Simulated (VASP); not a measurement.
Input:

```
CELL_PARAMETERS angstrom
      1.16876    -1.98963     0.00000
      1.16876     1.98963     0.00000
      0.00000     0.00000     3.54255
ATOMIC_POSITIONS crystal
  Be 0.33333 0.66667 0.25000
  Be 0.67797 0.34463 0.75000
```
Cell charge +0.5.

Computed with PBE GGA, VASP's PBE PAW potentials (set 64) (plane waves; VASP). Run with NELECT = 3.5, 400 eV cut-off, 16×16×9 Γ-centred mesh, Gaussian smearing of 0.050 eV, potentials Be.

The cell is charged, with a uniform compensating background.

### Question
Which forces act on the atoms, in eV/Å?

### Answer

| atom | Fx | Fy | Fz |
|---|---|---|---|
| Be1 | 0.070 | 0.079 | 0.000 |
| Be2 | -0.070 | -0.079 | 0.000 |

### Question
Give the stress tensor in GPa (positive for a compressed cell).

### Answer

```
-45.59   -1.16    0.00
 -1.16  -42.46    0.00
  0.00    0.00  -28.66
```
The pressure is its mean diagonal, -38.91 GPa.

The compound is Be in the hcp structure. The cell was not relaxed at this level, atoms are displaced from their ideal sites. The run is one of a series of settings (ISMEAR = 0, NELECT = 3.5, SIGMA = 0.05 against the base run), some of them coarse on purpose.
